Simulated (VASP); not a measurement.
Level of theory: PBEsol GGA, VASP's PBE PAW potentials (set 64) (plane waves; VASP).

Input for VASP

**KPOINTS**
```
Automatic mesh
0
Gamma
12 12 7
0 0 0
```

INCAR:
```
ALGO  =  Normal
EDIFF  =  1E-6
EDIFFG  =  -0.01
ENCUT  =  520
GGA  =  PS
IBRION  =  2
ISIF  =  3
ISMEAR  =  1
LASPH  =  T
LCHARG  =  F
LMAXMIX  =  6
LREAL  =  F
LWAVE  =  F
NELM  =  100
NSW  =  60
PREC  =  Accurate
SIGMA  =  0.1
SYSTEM  =  Hf
```

### POSCAR
```
Hf
1
    1.5950000000    -2.7626210000     0.0000000000
    1.5950000000     2.7626210000     0.0000000000
    0.0000000000     0.0000000000     5.0500000000
Hf
2
Direct
  0.3333330000   0.6666670000   0.2500000000
  0.6666670000   0.3333330000   0.7500000000
```

POTCAR, in this order: Hf_pv (PBE.64 set). Program: vasp_std.

The run wrote:

OSZICAR:
```
       N       E                     dE             d eps       ncg     rms          rms(c)
DAV:   1     0.469550878531E+02    0.46955E+02   -0.11758E+04  2144   0.136E+03
DAV:   2    -0.196763395653E+02   -0.66631E+02   -0.65458E+02  2686   0.272E+02
DAV:   3    -0.217645629413E+02   -0.20882E+01   -0.20381E+01  2884   0.312E+01
DAV:   4    -0.217834665603E+02   -0.18904E-01   -0.18900E-01  2422   0.372E+00
DAV:   5    -0.217837856063E+02   -0.31905E-03   -0.31903E-03  2960   0.379E-01    0.660E+01
DAV:   6    -0.212027470419E+02    0.58104E+00   -0.54611E-01  2254   0.552E+00    0.389E+01
DAV:   7    -0.209996932018E+02    0.20305E+00   -0.88560E-01  2292   0.674E+00    0.199E+00
DAV:   8    -0.209893884975E+02    0.10305E-01   -0.57548E-02  2320   0.184E+00    0.263E-01
DAV:   9    -0.209894994819E+02   -0.11098E-03   -0.12597E-03  2998   0.279E-01    0.214E-01
DAV:  10    -0.209894914795E+02    0.80024E-05   -0.56829E-05  2388   0.616E-02    0.299E-01
DAV:  11    -0.209894902683E+02    0.12111E-05   -0.73399E-06  2740   0.215E-02    0.248E-02
DAV:  12    -0.209894906922E+02   -0.42390E-06   -0.70648E-07  1562   0.718E-03
   1 F= -.20989491E+02 E0= -.20989420E+02  d E =-.209895E+02
       N       E                     dE             d eps       ncg     rms          rms(c)
DAV:   1    -0.214087445268E+02   -0.41925E+00   -0.10672E+01  2128   0.289E+01    0.758E+00
DAV:   2    -0.210909752972E+02    0.31777E+00   -0.61530E-01  2152   0.675E+00    0.215E+00
DAV:   3    -0.209911253613E+02    0.99850E-01   -0.20095E-01  2194   0.357E+00    0.118E+00
DAV:   4    -0.209818776851E+02    0.92477E-02   -0.20186E-02  2448   0.116E+00    0.998E-01
DAV:   5    -0.209807848553E+02    0.10928E-02   -0.26041E-03  2584   0.325E-01    0.160E-01
DAV:   6    -0.209808081984E+02   -0.23343E-04   -0.87068E-05  2874   0.673E-02    0.550E-02
DAV:   7    -0.209808035616E+02    0.46369E-05   -0.24273E-06  2446   0.116E-02    0.985E-03
DAV:   8    -0.209808035021E+02    0.59438E-07   -0.11309E-07  1388   0.273E-03
   2 F= -.20980804E+02 E0= -.20980452E+02  d E =0.868719E-02
       N       E                     dE             d eps       ncg     rms          rms(c)
DAV:   1    -0.211346489106E+02   -0.15385E+00   -0.32486E+00  2128   0.159E+01    0.445E+00
DAV:   2    -0.210385865659E+02    0.96062E-01   -0.20103E-01  2164   0.377E+00    0.119E+00
DAV:   3    -0.210092264388E+02    0.29360E-01   -0.53373E-02  2218   0.178E+00    0.555E-01
DAV:   4    -0.210053928057E+02    0.38336E-02   -0.86997E-03  2368   0.744E-01    0.448E-01
DAV:   5    -0.210051177883E+02    0.27502E-03   -0.72455E-04  2686   0.167E-01    0.868E-02
DAV:   6    -0.210051196054E+02   -0.18171E-05   -0.25644E-05  2702   0.369E-02    0.389E-02
DAV:   7    -0.210051187799E+02    0.82546E-06   -0.92596E-07  1736   0.752E-03
   3 F= -.21005119E+02 E0= -.21004910E+02  d E =-.156281E-01
       N       E                     dE             d eps       ncg     rms          rms(c)
DAV:   1    -0.210051513657E+02   -0.31760E-04   -0.84886E-04  2170   0.257E-01    0.660E-02
DAV:   2    -0.210051257622E+02    0.25603E-04   -0.51319E-05  2260   0.605E-02    0.194E-02
DAV:   3    -0.210051180826E+02    0.76796E-05   -0.14420E-05  2278   0.296E-02    0.856E-03
DAV:   4    -0.210051172281E+02    0.85449E-06   -0.19242E-06  1466   0.118E-02
   4 F= -.21005117E+02 E0= -.21004906E+02  d E =-.156265E-01
```

OUTCAR:
```
------------------------ aborting loop because EDIFF is reached ----------------------------------------
  FORCE on cell =-STRESS in cart. coord.  units (eV):
  Direction    XX          YY          ZZ          XY          YZ          ZX
  --------------------------------------------------------------------------------------
  Total        0.0156068      0.0156068     -0.0090890     -0.0000000     -0.0000000      0.0000000
  in kB        0.5803012      0.5803011     -0.3379543     -0.0000000     -0.0000000      0.0000000
  external PRESSURE =       0.2742160 kB  Pullay stress =       0.0000000 kB
  volume of cell :       43.09
      direct lattice vectors                 reciprocal lattice vectors
     1.578466609 -2.733984328 -0.000000000     0.316763115 -0.182883272 -0.000000000
     1.578466609  2.733984328  0.000000000     0.316763115  0.182883272  0.000000000
     0.000000000 -0.000000000  4.992398537     0.000000000 -0.000000000  0.200304521
 POSITION                                       TOTAL-FORCE (eV/Angst)
 -----------------------------------------------------------------------------------
      1.57847      0.91133      1.24810         0.000000     -0.000000      0.000000
      1.57847     -0.91133      3.74430        -0.000000      0.000000      0.000000
 -----------------------------------------------------------------------------------
    total drift:                               -0.000004      0.000177     -0.000016
  FREE ENERGIE OF THE ION-ELECTRON SYSTEM (eV)
  ---------------------------------------------------
  free  energy   TOTEN  =       -21.0051172281 eV

  energy  without entropy=      -21.0044830771  energy(sigma->0) =      -21.00490584

 reached required accuracy - stopping structural energy minimisation
```
(Selected blocks of OUTCAR.)

CONTCAR:
```
Hf
   1.00000000000000
     1.5784666091722972   -2.7339843282489729   -0.0000000000000000
     1.5784666091722972    2.7339843282489729    0.0000000000000000
     0.0000000000000000   -0.0000000000000000    4.9923985367817432
  Hf
     2
Direct
     0.3333330000000032    0.6666669999999968    0.2500000000000000
     0.6666669999999968    0.3333330000000032    0.7500000000000000
```

File OUTCAR:
```
 val. band max:        5.0261188070   @ k =   0.0000   0.0000   0.4286

 cond. band min:       5.0423719957   @ k =   0.3333   0.3333   0.2857


 Fermi energy:         5.0283549244

 k-point     1 :       0.0000    0.0000    0.0000
  band No.  band energies     occupation
      1     -25.9870      2.00000
      2     -25.1423      2.00000
      3     -25.1423      2.00000
      4     -24.9970      2.00000
      5     -24.9970      2.00000
      6     -24.9960      2.00000
      7      -2.4945      2.00000
      8       1.1866      2.00000
      9       5.8346     -0.00000
     10       6.1932     -0.00000
     11       6.1932     -0.00000
     12       6.4929     -0.00000
     13       7.0571      0.00000
     14       7.0571      0.00000

 k-point     2 :       0.0833    0.0000    0.0000
  band No.  band energies     occupation
      1     -25.9665      2.00000
      2     -25.1862      2.00000
      3     -25.1570      2.00000
      4     -25.0435      2.00000
      5     -25.0054      2.00000
      6     -25.0028      2.00000
      7      -2.2745      2.00000
      8       1.4028      2.00000
      9       5.5251     -0.00000
     10       5.6718     -0.00000
     11       6.4008     -0.00000
     12       6.7912     -0.00000
     13       6.9221     -0.00000
     14       7.2542      0.00000

 k-point     3 :       0.1667    0.0000    0.0000
  band No.  band energies     occupation
      1     -25.9078      2.00000
      2     -25.3063      2.00000
      3     -25.1959      2.00000
      4     -25.1668      2.00000
      5     -25.0339      2.00000
      6     -25.0197      2.00000
      7      -1.6490      2.00000
      8       1.9759      2.00000
      9       4.7857      2.00319
     10       4.9511      1.96556
     11       6.2624     -0.00000
     12       6.9723     -0.00000
     13       7.0122     -0.00000
     14       7.0425      0.00000

 k-point     4 :       0.2500    0.0000    0.0000
  band No.  band energies     occupation
...
```

Energy and stress use the plane-wave basis of the starting cell. Unless said otherwise, spin-orbit coupling is left out, though it shifts the bands of the heavy elements here.

The compound is Hf in the hcp structure. This run relaxes it. Symmetry was kept, so distortions that lower it aren't found.
